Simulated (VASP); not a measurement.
These are optB88-vdW, VASP's PBE PAW potentials (set 64) (plane waves; VASP 6.6.1) values and carry that method's errors.

A VASP calculation is set up with these files.

POSCAR:
```
C monolayer
1.0
  2.4653306075   0.0000000000   0.0000000000
 -1.2326653038   2.1350384383   0.0000000000
  0.0000000000   0.0000000000  15.8714800440
C
2
Cart
  0.0000000000   0.0000000000   7.9357400220
  1.2326665364   0.7116787678   7.9357400220
```

**INCAR**
```
SYSTEM = C monolayer
PREC = Normal; ENCUT = 500; LREAL = .FALSE.
LASPH = .TRUE.
EDIFF = 1E-5; NELM = 100; NELMIN = 4
ALGO = Normal
ISMEAR = 1; SIGMA = 0.1
GGA = BO; LUSE_VDW = .TRUE.; AGGAC = 0.0
PARAM1 = 0.1833333333; PARAM2 = 0.22
IBRION = 2; NSW = 50; ISIF = 4
EDIFFG = -0.03
LWAVE = .TRUE.; LCHARG = .FALSE.
```

**KPOINTS**
```
Automatic
0
gamma
  24 24 1
```

POTCAR, in this order: C (PBE.64 set). Program: vasp_std.

The resulting files:

File OSZICAR:
```
       N       E                     dE             d eps       ncg     rms          rms(c)
DAV:   1     0.559674373228E+02    0.55967E+02   -0.35261E+03   984   0.730E+02
DAV:   2    -0.130842312430E+02   -0.69052E+02   -0.57610E+02  1392   0.132E+02
DAV:   3    -0.172109292137E+02   -0.41267E+01   -0.41115E+01  1432   0.511E+01
DAV:   4    -0.172424431782E+02   -0.31514E-01   -0.31514E-01  1464   0.432E+00
DAV:   5    -0.172426453940E+02   -0.20222E-03   -0.20222E-03  1520   0.237E-01    0.634E+00
DAV:   6    -0.162823881136E+02    0.96026E+00   -0.10163E+00  1504   0.711E+00    0.368E+00
DAV:   7    -0.159293126651E+02    0.35308E+00   -0.13303E+00  1472   0.790E+00    0.946E-01
DAV:   8    -0.159222722981E+02    0.70404E-02   -0.13373E-02  1496   0.107E+00    0.118E-01
DAV:   9    -0.159209634856E+02    0.13088E-02   -0.11583E-03  1384   0.234E-01    0.843E-02
DAV:  10    -0.159171926573E+02    0.37708E-02   -0.33618E-03  1400   0.304E-01    0.575E-02
DAV:  11    -0.159176536986E+02   -0.46104E-03   -0.78323E-05  1048   0.843E-02    0.501E-02
DAV:  12    -0.159172820733E+02    0.37163E-03   -0.26707E-04  1040   0.998E-02    0.186E-02
DAV:  13    -0.159176984906E+02   -0.41642E-03   -0.28874E-04  1280   0.122E-01    0.175E-02
DAV:  14    -0.159179749303E+02   -0.27644E-03   -0.14041E-04  1064   0.583E-02    0.425E-03
DAV:  15    -0.159181732470E+02   -0.19832E-03   -0.24208E-05  1144   0.458E-02    0.283E-03
DAV:  16    -0.159181570802E+02    0.16167E-04   -0.24471E-05   992   0.456E-02    0.629E-04
DAV:  17    -0.159181758550E+02   -0.18775E-04   -0.34549E-05   976   0.572E-02    0.292E-04
DAV:  18    -0.159181629572E+02    0.12898E-04   -0.56518E-07  1272   0.780E-03    0.267E-04
DAV:  19    -0.159181582275E+02    0.47298E-05   -0.64952E-07  1368   0.831E-03
   1 F= -.15918158E+02 E0= -.15918093E+02  d E =-.159182E+02
```

**OUTCAR**
```
------------------------ aborting loop because EDIFF is reached ----------------------------------------
  FORCE on cell =-STRESS in cart. coord.  units (eV):
  Direction    XX          YY          ZZ          XY          YZ          ZX
  --------------------------------------------------------------------------------------
  Total        0.0104592      0.0104592     -0.0028697     -0.0000000      0.0000000      0.0000000
  in kB        0.2005907      0.2005906     -0.0550354     -0.0000000      0.0000000      0.0000000
  external PRESSURE =       0.1153820 kB  Pullay stress =       0.0000000 kB
  volume of cell :       83.54
      direct lattice vectors                 reciprocal lattice vectors
     2.465330607  0.000000000  0.000000000     0.405625110  0.234187821  0.000000000
    -1.232665304  2.135038438  0.000000000     0.000000000  0.468375642  0.000000000
     0.000000000  0.000000000 15.871480044     0.000000000  0.000000000  0.063006096
 POSITION                                       TOTAL-FORCE (eV/Angst)
 -----------------------------------------------------------------------------------
      0.00000      0.00000      7.93574        -0.000000     -0.000000      0.000000
      1.23267      0.71168      7.93574         0.000000      0.000000      0.000000
 -----------------------------------------------------------------------------------
    total drift:                               -0.000236      0.000137      0.000000
  FREE ENERGIE OF THE ION-ELECTRON SYSTEM (eV)
  ---------------------------------------------------
  free  energy   TOTEN  =       -15.9181582275 eV

  energy  without entropy=      -15.9179623283  energy(sigma->0) =      -15.91809293

 reached required accuracy - stopping structural energy minimisation
```
(Selected blocks of OUTCAR.)

OUTCAR:
```
 val. band max:       -2.5009928722   @ k =   0.3333   0.3333   0.0000

 cond. band min:      -2.5009684773   @ k =   0.3333   0.3333   0.0000


 Fermi energy:        -2.5009806745

 k-point     1 :       0.0000    0.0000    0.0000
  band No.  band energies     occupation
      1     -21.9527      2.00000
      2     -10.1106      2.00000
      3      -5.6647      2.00000
      4      -5.6646      2.00000
      5       0.3023      0.00000
      6       0.7592      0.00000
      7       1.2715      0.00000
      8       3.2037      0.00000

 k-point     2 :       0.0417    0.0000    0.0000
  band No.  band energies     occupation
      1     -21.9119      2.00000
      2     -10.0616      2.00000
      3      -5.8295      2.00000
      4      -5.7516      2.00000
      5       0.3587      0.00000
      6       0.8156      0.00000
      7       1.3278      0.00000
      8       3.2598      0.00000

 k-point     3 :       0.0833    0.0000    0.0000
  band No.  band energies     occupation
      1     -21.7896      2.00000
      2      -9.9149      2.00000
      3      -6.2995      2.00000
      4      -5.9948      2.00000
      5       0.5279      0.00000
      6       0.9847      0.00000
      7       1.4967      0.00000
      8       3.4280      0.00000

 k-point     4 :       0.1250    0.0000    0.0000
  band No.  band energies     occupation
      1     -21.5861      2.00000
      2      -9.6714      2.00000
      3      -7.0144      2.00000
      4      -6.3512      2.00000
      5       0.8099      0.00000
      6       1.2667      0.00000
      7       1.7779      0.00000
      8       3.7080      0.00000

 k-point     5 :       0.1667    0.0000    0.0000
  band No.  band energies     occupation
      1     -21.3021      2.00000
      2      -9.3330      2.00000
      3      -7.9039      2.00000
      4      -6.7709      2.00000
      5       1.2045      0.00000
      6       1.6613      0.00000
      7       2.1709      0.00000
...
```

The cell is a sheet with vacuum, built from C (graphite).
